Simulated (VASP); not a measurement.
OSZICAR of a VASP run on KI (rock salt):

OSZICAR:
```
       N       E                     dE             d eps       ncg     rms          rms(c)
DAV:   1     0.907142758834E+02    0.90714E+02   -0.65012E+03   480   0.110E+03
DAV:   2    -0.668520323620E-01   -0.90781E+02   -0.85169E+02   556   0.263E+02
DAV:   3    -0.591434601889E+01   -0.58475E+01   -0.58201E+01   628   0.586E+01
DAV:   4    -0.625257160918E+01   -0.33823E+00   -0.33774E+00   884   0.131E+01
DAV:   5    -0.625346794150E+01   -0.89633E-03   -0.89631E-03   612   0.748E-01    0.404E+00
DAV:   6    -0.617921623916E+01    0.74252E-01   -0.93463E-02   592   0.223E+00    0.278E+00
DAV:   7    -0.616616852132E+01    0.13048E-01   -0.99704E-02   580   0.205E+00    0.814E-01
DAV:   8    -0.616615403478E+01    0.14487E-04   -0.15784E-02   588   0.107E+00    0.203E-01
DAV:   9    -0.616611475542E+01    0.39279E-04   -0.48257E-04   644   0.164E-01    0.793E-02
DAV:  10    -0.616615315675E+01   -0.38401E-04   -0.15298E-04   616   0.668E-02    0.645E-02
DAV:  11    -0.616614885314E+01    0.43036E-05   -0.49120E-05   596   0.456E-02    0.549E-03
DAV:  12    -0.616614872778E+01    0.12536E-06   -0.19653E-06   584   0.144E-02
   1 F= -.61661487E+01 E0= -.61661487E+01  d E =-.616615E+01
```

Which electronic solver shows in the log?

It is blocked Davidson (ALGO = Normal, or the opening steps of other solvers). The INCAR had ALGO = Normal.

Can the final energy be trusted as converged?

Self-consistency was reached. It stopped with EDIFF = 1E-6, NELM = 100, NSW = 40 and EDIFFG = -0.02 after 1 ionic step (LDA (Ceperley-Alder, Perdew-Zunger), plane waves, VASP's LDA PAW potentials (set 64)).

The compound is KI in the rock salt structure. It was relaxed first, which changed the volume by -10 %.
